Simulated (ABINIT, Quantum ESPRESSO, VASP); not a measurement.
**One structure in several programs: Se (P3_121, 3 atoms in the cell)**

Self-consistent single point.

```
Se
1.0
    2.21035    -3.82843     0.00000
    2.21035     3.82843     0.00000
    0.00000     0.00000     5.00742
Se
3
Direct
  0.00000   0.22500   0.66667
  0.77500   0.77500   0.00000
  0.22500   0.00000   0.33333
```

All programs got the same cell, k-point mesh and kind of occupations (in ABINIT's words: tsmear = 0.00036749 Ha; ngkpt = 6 6 5; nshiftk = 1; shiftk = 0 0 0); potentials, basis and cutoffs are each program's usual ones.

```json
[
 {"code": "ABINIT", "model": "PBE, norm-conserving pseudopotentials (PseudoDojo nc-sr-05 PBE standard)", "pressure (GPa)": "0.90", "largest force (eV/Å)": "0.093", "gap on the mesh (eV)": "1.320", "cutoff": "43 Ha"},
 {"code": "Quantum ESPRESSO", "model": "PBE, SSSP 1.1.2 efficiency (PBE) pseudopotentials", "pressure (GPa)": "0.83", "largest force (eV/Å)": "0.077", "gap on the mesh (eV)": "1.336", "cutoff": "40 Ry"},
 {"code": "VASP", "model": "PBE, VASP's PBE PAW potentials (set 64)", "pressure (GPa)": "0.98", "largest force (eV/Å)": "0.103", "gap on the mesh (eV)": "1.334", "cutoff": "300 eV"}
]
```

Gaps are read on the mesh.

The spread over the programs that give each value: pressure within 0.15 GPa; largest force within 0.026 eV/Å; gap on the mesh within 0.016 eV.

The starting cell has typed, rounded lattice constants, without a prior relaxation at this level. Its lattice was rescaled by a random factor within 2.5 % of one.

Task: Why do the programs differ, and what cannot be compared?

Result: Differences of this kind can come from the potentials, where these differ, and from what each basis and cutoff leave unconverged. The valence holds different numbers of electrons (ABINIT 48, Quantum ESPRESSO 18, VASP 18). The zero of total energies and Fermi levels follows the potentials and each program's conventions, so they are not compared here.

VASP's run is marked for a possible Pulay error in its stress at this cutoff; no cutoff test was made.

Left out of this page: Ansatz, GPAW, CP2K, PySCF, Elk, FLEUR and SIESTA (not drawn, or without a comparable value).
